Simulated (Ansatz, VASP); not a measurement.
## Two plane-wave programs on Zn2CdSe

```
CELL_PARAMETERS angstrom
4.73723 0.00000 0.00000
-2.36861 4.10256 0.00000
0.00000 0.00000 5.33016
ATOMIC_POSITIONS crystal
Zn 0.33333 0.66667 0.00000
Zn 0.66667 0.33333 0.00000
Cd 0.00000 0.00000 0.00000
Se 0.00000 0.00000 0.50000
```

Alike in both runs: functional PBE; k mesh 6 × 6 × 4; occupations gaussian, width 0.1 eV; no spin polarisation.

Ansatz relaxed the structure, and its values are those at the end. VASP's run is a single point on that final structure, the one shown.

```csv
,VASP,Ansatz
version,VASP 6.6.1,Ansatz 0.2.0
potentials or method,"VASP PAW PBE potentials, release 64 (Zn, Cd, Se)","scalar-relativistic, plane waves, PAW"
plane-wave cutoff (eV),520,420
valence electrons in the cell,42,60
```

```tsv
	VASP	Ansatz	Ansatz less VASP
gap on the k mesh at the Fermi level (eV)	none	none	-
pressure (GPa)	0.3	0.0	-0.22
```

A gap of «none» marks a metal or a gap that the smearing closes. The functional is the same, so the differences come from potentials, cutoffs and numerics. The two sets of potentials don't hold the same shells in valence.
